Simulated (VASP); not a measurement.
A convergence study with VASP on NiSi$_{2}$ (fluorite): one setting is varied, all else stays as given below, so the limit is that of these other settings. Each run relaxes cell and ions from the cell shown.

```
NiSi2
1.0
    0.00000     2.70500     2.70500
    2.70500     0.00000     2.70500
    2.70500     2.70500     0.00000
Si Ni
2 1
Direct
  0.25000   0.25000   0.25000
  0.75000   0.75000   0.75000
  0.00000   0.00000   0.00000
```

Computed with LDA (Ceperley-Alder, Perdew-Zunger), VASP's LDA PAW potentials (set 64) (plane waves; VASP 6.6.1). The tightest run used: 550 eV cut-off, 14×14×14 Γ-centred mesh, first-order Methfessel-Paxton smearing of 0.10 eV, potentials Si Ni.

### Question
The settings run are 2×2×2 mesh; 3×3×3 mesh; 4×4×4 mesh; 5×5×5 mesh; 6×6×6 mesh; 7×7×7 mesh; 9×9×9 mesh; 10×10×10 mesh; 11×11×11 mesh; 12×12×12 mesh; 13×13×13 mesh; 14×14×14 mesh. From which on does the relaxed volume stay within 0.1 Å³/atom of the tightest run?

### Answer
From 4×4×4 mesh on: it is off by 0.039 there and by no more than 0.1 in any finer run, while 3×3×3 mesh is off by 0.164.
| setting | relaxed volume (Å³/atom) | E (eV/atom) | irreducible k-points | difference judged (Å³/atom) |
|---|---|---|---|---|
| 2×2×2 mesh | 12.949 | -6.2401 | 3 | 0.159 |
| 3×3×3 mesh | 12.626 | -6.5278 | 4 | 0.164 |
| 4×4×4 mesh | 12.829 | -6.5900 | 8 | 0.039 |
| 5×5×5 mesh | 12.831 | -6.6171 | 10 | 0.041 |
| 6×6×6 mesh | 12.834 | -6.6309 | 16 | 0.045 |
| 7×7×7 mesh | 12.766 | -6.6380 | 20 | 0.024 |
| 9×9×9 mesh | 12.825 | -6.6325 | 35 | 0.035 |
| 10×10×10 mesh | 12.786 | -6.6330 | 47 | 0.003 |
| 11×11×11 mesh | 12.780 | -6.6327 | 56 | 0.010 |
| 12×12×12 mesh | 12.764 | -6.6325 | 72 | 0.026 |
| 13×13×13 mesh | 12.768 | -6.6322 | 84 | 0.022 |
| 14×14×14 mesh | 12.790 | -6.6330 | 104 | 0.000 |

Left out are rungs that failed or repeat a setting and relaxations that didn't move; long series are thinned to 24 rows.

The compound is NiSi2 in the fluorite structure. The run is not spin-polarised, so no magnetic state was tried.
